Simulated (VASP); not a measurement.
Here is the system:

```
AsSi62
1.0
   10.93707     0.00000     0.00000
    0.00000    10.93707     0.00000
    0.00000     0.00000    10.93707
Si As
62 1
Cartesian
  5.48339  10.92730  10.92802
  6.82409   1.37218   1.37401
  8.20132   2.73524   0.00793
  9.56076   4.11511   1.37533
  8.20214   0.00415   2.73474
  9.56478   1.37033   4.11216
  0.00365  10.93226  10.93343
  1.36564   1.37159   1.37149
  2.74398   2.74382   0.01425
  4.12677   4.09923   1.40026
  5.47122   5.46424   0.01014
  6.83472   6.81035   1.39917
  8.19210   8.19086   0.01314
  9.56653   9.56829   1.36974
  2.74222   0.01396   2.74553
  4.12582   1.39734   4.10215
  5.51878   2.75041   2.75349
  8.17955   5.41605   2.75546
  9.53535   6.80931   4.10121
  5.47156   0.00784   5.46527
  6.83487   1.39857   6.80925
  8.18385   2.74990   5.41373
  9.53498   4.09907   6.80803
  8.19054   0.01450   8.19323
  9.56523   1.37079   9.57081
  0.00901   5.45327  10.92879
  1.36085   6.82902   1.37880
  2.73081   8.20574   0.01352
  4.10542   9.57855   1.37865
 10.92858   2.73528   2.73526
  1.36133   4.10113   4.10219
  2.74483   5.46699   2.75362
  4.10340   6.83350   4.13324
  5.46807   8.19296   2.75252
  6.83518   9.57399   4.10167
  0.01091  10.92660   5.45466
  1.35982   1.37823   6.83042
  2.74445   2.75270   5.46841
  4.10137   4.13336   6.83545
  6.80461   6.83558   6.83601
  8.18449   8.19374   5.46892
  9.55845   9.57894   6.83120
  2.73096   0.01258   8.20570
  4.10668   1.37726   9.57730
  5.46804   2.75278   8.19246
  6.83463   4.10103   9.57561
  8.18370   5.46693   8.19306
  9.55915   6.82837   9.57667
 10.92251   8.19050   2.74462
  1.37532   9.55900   4.09831
 10.92625   5.46427   5.46524
  1.35204   6.83818   6.83864
  2.73225   8.20251   5.48028
  4.09778   9.58184   6.83854
 10.92120   2.74399   8.19182
  1.37434   4.09706   9.56115
  2.73063   5.47986   8.20518
  4.09721   6.83733   9.58403
  5.45477   8.20367   8.20631
  6.83845   9.56037   9.56157
 10.92262   8.20607   8.20624
  1.36810   9.56845   9.56859
  5.61759   5.32059   5.32306
```
Cell charge -1.

All values below come from HSE06 screened hybrid, VASP's PBE PAW potentials (set 64) (plane waves; VASP). Numerical set-up: PREC = Normal, LREAL = Auto, ISYM = 0, NELECT = 254.0, EDIFF = 1E-5, 400 eV cut-off, 1×1×1 Γ-centred mesh, Gaussian smearing of 0.050 eV, potentials Si As. Starting moments (MAGMOM): 63*0.0317. The cell's moment is fixed (NUPDOWN = 2).

The cell is charged, with a uniform compensating background. The supercell is sampled at Γ alone, which is coarse: total energies, pressure and levels can be off, energies of defects by several tenths of an eV.

Problem. What does the run give for the cell moment, energy per atom (σ→0), largest force?

Solution. 
```
Property                        Value
---------------------  --------------
cell moment                   2.00 μB
energy per atom (σ→0)  -6053 meV/atom
largest force              0.442 eV/Å
```

Problem. Give the moment on each site (PAW-sphere projection).

Solution. 
```csv
site,moment (μB)
Si1,0.01
Si2,0.00
Si3,0.00
Si4,0.00
Si5,0.00
Si6,0.00
Si7,0.00
Si8,0.00
Si9,0.01
Si10,0.01
Si11,0.00
Si12,0.01
Si13,0.01
Si14,0.00
Si15,0.01
Si16,0.01
Si17,0.18
Si18,0.18
Si19,0.01
Si20,0.00
Si21,0.01
Si22,0.18
Si23,0.01
Si24,0.01
Si25,0.00
Si26,0.01
Si27,0.00
Si28,0.00
Si29,0.00
Si30,0.00
Si31,0.00
Si32,0.00
Si33,0.00
Si34,0.00
Si35,0.00
Si36,0.01
Si37,0.00
Si38,0.00
Si39,0.00
Si40,0.00
Si41,0.00
Si42,0.00
Si43,0.00
Si44,0.00
Si45,0.00
Si46,0.00
Si47,0.00
Si48,0.00
Si49,0.01
Si50,0.01
Si51,0.00
Si52,0.00
Si53,0.00
Si54,0.00
Si55,0.01
Si56,0.01
Si57,0.00
Si58,0.00
Si59,0.00
Si60,0.01
Si61,0.00
Si62,0.00
As63,0.01
```

Only differences to runs with the same potentials and settings are physical.

The cell is a supercell with a defect, built from Si (diamond): As_Si-vac_Si, charge -1. The cell's shape comes from a PBE relaxation.
